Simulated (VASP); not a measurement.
Calculation: PBE GGA with D3 dispersion (Becke-Johnson damping), VASP's PBE PAW potentials (set 64) (plane waves; VASP).

VASP input:

File KPOINTS:
```
Automatic
0
G
10 10 5
0 0 0
```

File POSCAR:
```
BN
1
    1.2711590736    -2.2017123183     0.0000000000
    1.2711590736     2.2017123183     0.0000000000
    0.0000000000     0.0000000000     4.2042474430
B N
2 2
Direct
  0.6666670000   0.3333330000   0.5002225297
  0.3333330000   0.6666670000   0.0002225297
  0.6666670000   0.3333330000   0.8747774703
  0.3333330000   0.6666670000   0.3747774703
```

INCAR:
```
! general
SYSTEM  =  BN
PREC    =  Accurate
ENCUT   =  520   ! plane-wave cut-off (eV)
LREAL   =  .False.   ! projection in real space or not
LASPH   =  .True.   ! aspherical one-centre terms

! electronic loop
EDIFF   =  1E-7
NELM    =  100
ALGO    =  Normal   ! blocked Davidson

! smearing
ISMEAR  =  0
SIGMA   =  0.05

! functional
GGA     =  PE   ! PBE
IVDW    =  12

! ions
IBRION  =  2   ! conjugate gradients
NSW     =  30   ! most ionic steps
ISIF    =  4   ! ions and shape, fixed volume
EDIFFG  =  -0.01   ! ionic stop

! output
LWAVE   =  .False.
LCHARG  =  .False.
```

POTCAR, in this order: B N (PBE.64 set). Program: vasp_std.

Output of the run:

**OUTCAR**
```
 ion  position               nearest neighbor table
   1  0.667  0.333  0.500-   4 1.56   4 1.56   4 1.56   3 1.57
   2  0.333  0.667  0.000-   3 1.56   3 1.56   3 1.56   4 1.57
   3  0.667  0.333  0.875-   2 1.56   2 1.56   2 1.56   1 1.57
   4  0.333  0.667  0.375-   1 1.56   1 1.56   1 1.56   2 1.57
  LATTYP: Found a hexagonal cell.
 ALAT       =     2.5423183363
 C/A-ratio  =     1.6537061402
 Subroutine PRICEL returns:
 Original cell was already a primitive cell.
 Subroutine GETGRP returns: Found 12 space group operations
The static configuration has the point symmetry C_3v.
 The point group associated with its full space group is C_6v.
The dynamic configuration has the point symmetry C_3v.
 Subroutine INISYM returns: Found 12 space group operations
 Subroutine IBZKPT returns following result:
 Found     42 irreducible k-points:

 Following reciprocal coordinates:
            Coordinates               Weight
  0.000000  0.000000  0.000000      1.000000
  0.100000 -0.000000  0.000000      6.000000
  0.200000 -0.000000  0.000000      6.000000
  0.300000  0.000000  0.000000      6.000000
  0.400000  0.000000  0.000000      6.000000
  0.500000  0.000000  0.000000      3.000000
  0.100000  0.100000  0.000000      6.000000
  0.200000  0.100000  0.000000     12.000000
  0.300000  0.100000  0.000000     12.000000
  0.400000  0.100000  0.000000     12.000000
  0.200000  0.200000  0.000000      6.000000
  0.300000  0.200000  0.000000     12.000000
  0.400000  0.200000  0.000000      6.000000
  0.300000  0.300000  0.000000      6.000000
  0.000000  0.000000  0.200000      2.000000
  0.100000 -0.000000  0.200000     12.000000
  0.200000 -0.000000  0.200000     12.000000
  0.300000  0.000000  0.200000     12.000000
  0.400000  0.000000  0.200000     12.000000
  0.500000  0.000000  0.200000      6.000000
...
```

**OSZICAR**
```
       N       E                     dE             d eps       ncg     rms          rms(c)
DAV:   1     0.520550351084E+02    0.52055E+02   -0.88042E+03  1008   0.130E+03
DAV:   2    -0.342525310020E+02   -0.86308E+02   -0.81331E+02  1432   0.275E+02
DAV:   3    -0.367693230526E+02   -0.25168E+01   -0.25079E+01  1328   0.484E+01
DAV:   4    -0.367827520977E+02   -0.13429E-01   -0.13418E-01  1256   0.370E+00
DAV:   5    -0.367828919555E+02   -0.13986E-03   -0.13983E-03  1304   0.355E-01    0.953E+00
DAV:   6    -0.350012117185E+02    0.17817E+01   -0.47683E+00  1264   0.182E+01    0.459E+00
DAV:   7    -0.348561189609E+02    0.14509E+00   -0.23796E-01  1188   0.479E+00    0.273E+00
DAV:   8    -0.348263665605E+02    0.29752E-01   -0.72909E-02  1112   0.254E+00    0.224E-01
DAV:   9    -0.348255701926E+02    0.79637E-03   -0.21480E-03  1300   0.488E-01    0.124E-01
DAV:  10    -0.348258088774E+02   -0.23868E-03   -0.38197E-04  1204   0.196E-01    0.259E-02
DAV:  11    -0.348258141003E+02   -0.52230E-05   -0.65564E-05  1288   0.708E-02    0.137E-02
DAV:  12    -0.348258150925E+02   -0.99221E-06   -0.91492E-06  1268   0.299E-02    0.214E-03
DAV:  13    -0.348258152310E+02   -0.13842E-06   -0.20759E-07   960   0.523E-03    0.513E-04
DAV:  14    -0.348258152380E+02   -0.70079E-08   -0.14736E-08   732   0.143E-03
   1 F= -.35665868E+02 E0= -.35665868E+02  d E =-.356659E+02
```

**OUTCAR**
```
------------------------ aborting loop because EDIFF is reached ----------------------------------------
 Edisp (eV)   -0.84005
  FORCE on cell =-STRESS in cart. coord.  units (eV):
  Direction    XX          YY          ZZ          XY          YZ          ZX
  --------------------------------------------------------------------------------------
  Total       0.00067     0.00067     0.00689     0.00000     0.00000     0.00000
  in kB       0.04555     0.04555     0.46925     0.00000     0.00000     0.00000
  external pressure =        0.19 kB  Pullay stress =        0.00 kB
  volume of cell :       23.53
      direct lattice vectors                 reciprocal lattice vectors
     1.271159074 -2.201712318  0.000000000     0.393341801 -0.227095972  0.000000000
     1.271159074  2.201712318  0.000000000     0.393341801  0.227095972  0.000000000
     0.000000000  0.000000000  4.204247443     0.000000000  0.000000000  0.237854697
  FREE ENERGIE OF THE ION-ELECTRON SYSTEM (eV)
  ---------------------------------------------------
  free  energy   TOTEN  =       -35.6658677780 eV

  energy  without entropy=      -35.6658677780  energy(sigma->0) =      -35.66586778

 reached required accuracy - stopping structural energy minimisation
```
(Selected blocks of OUTCAR.)

### OUTCAR
```
 val. band max:        7.6101972153   @ k =   0.0000   0.0000   0.0000

 cond. band min:      12.9902567626   @ k =   0.3000   0.3000   0.0000


 Fermi energy:         7.9286861007

 k-point     1 :       0.0000    0.0000    0.0000
  band No.  band energies     occupation
      1     -12.8434      2.00000
      2      -8.6683      2.00000
      3      -3.3477      2.00000
      4       5.4755      2.00000
      5       5.4756      2.00000
      6       7.3393      2.00000
      7       7.6101      2.00000
      8       7.6102      2.00000
      9      16.0001      0.00000
     10      16.0002      0.00000
     11      16.2486      0.00000
     12      17.1908      0.00000

 k-point     2 :       0.1000   -0.0000    0.0000
  band No.  band energies     occupation
      1     -12.6253      2.00000
      2      -8.5016      2.00000
      3      -3.1317      2.00000
      4       4.5024      2.00000
      5       5.0781      2.00000
      6       6.8020      2.00000
      7       7.1241      2.00000
      8       7.3833      2.00000
      9      15.6827      0.00000
     10      16.4285      0.00000
     11      16.5771      0.00000
     12      17.8733      0.00000

 k-point     3 :       0.2000   -0.0000    0.0000
  band No.  band energies     occupation
      1     -11.9810      2.00000
      2      -8.0365      2.00000
      3      -2.4960      2.00000
      4       2.3273      2.00000
      5       4.2221      2.00000
      6       4.9276      2.00000
      7       6.4735      2.00000
      8       6.7987      2.00000
      9      15.1776      0.00000
     10      17.0057      0.00000
     11      17.3356      0.00000
     12      18.6198      0.00000

 k-point     4 :       0.3000    0.0000    0.0000
  band No.  band energies     occupation
      1     -10.9512      2.00000
      2      -7.4278      2.00000
      3      -1.4924      2.00000
      4       0.0199      2.00000
      5       2.7625      2.00000
      6       3.3799      2.00000
...
```

The compound is BN in the wurtzite structure, a metastable high-pressure form. It was relaxed first.
